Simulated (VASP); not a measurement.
Computed with PBE GGA, VASP's PBE PAW potentials (set 64) (plane waves; VASP).

The input files of a VASP run:

**POSCAR**
```
GaSb
1
   -0.0000000000     3.1088946038     3.1088946038
    3.1088946038    -0.0000000000     3.1088946038
    3.1088946038     3.1088946038     0.0000000000
Ga Sb
1 1
Direct
  0.0000000000   0.0000000000   0.0000000000
  0.7500000000   0.7500000000   0.7500000000
```

KPOINTS:
```
Automatic mesh
0
Gamma
9 9 9
0 0 0
```

### INCAR
```
! general
SYSTEM   =  GaSb
PREC     =  Accurate
ENCUT    =  480
LREAL    =  .FALSE.   ! projection in real space or not
LASPH    =  .TRUE.

! electronic loop
EDIFF    =  1E-6   ! SCF stop (eV)
NELM     =  100
ALGO     =  Normal
LMAXMIX  =  4   ! l cut-off of mixed one-centre charges

! smearing
ISMEAR   =  1   ! Methfessel-Paxton
SIGMA    =  0.1

! functional
GGA      =  PE   ! PBE

! ions
IBRION   =  2   ! conjugate gradients
NSW      =  60   ! most ionic steps
ISIF     =  3   ! ions, shape and volume
EDIFFG   =  -0.01   ! ionic stop

! output
LWAVE    =  .FALSE.
LCHARG   =  .FALSE.
```

POTCAR, in this order: Ga_d Sb (PBE.64 set). Program: vasp_std.

### Question
What will the output report for the number of irreducible k-points (NKPTS), largest plane-wave count, number of space-group operations, FFT grid (NGX, NGY, NGZ)?

### Answer

```json
{
 "number of irreducible k-points (NKPTS)": "35",
 "largest_plane_wave_count": "1459",
 "number_of_space_group_operations": "24",
 "FFT grid (NGX, NGY, NGZ)": "32 × 32 × 32"
}
```

The compound is GaSb in the zinc blende structure. It was relaxed first, which changed the volume by +6 %. The start is the result of an earlier pass.
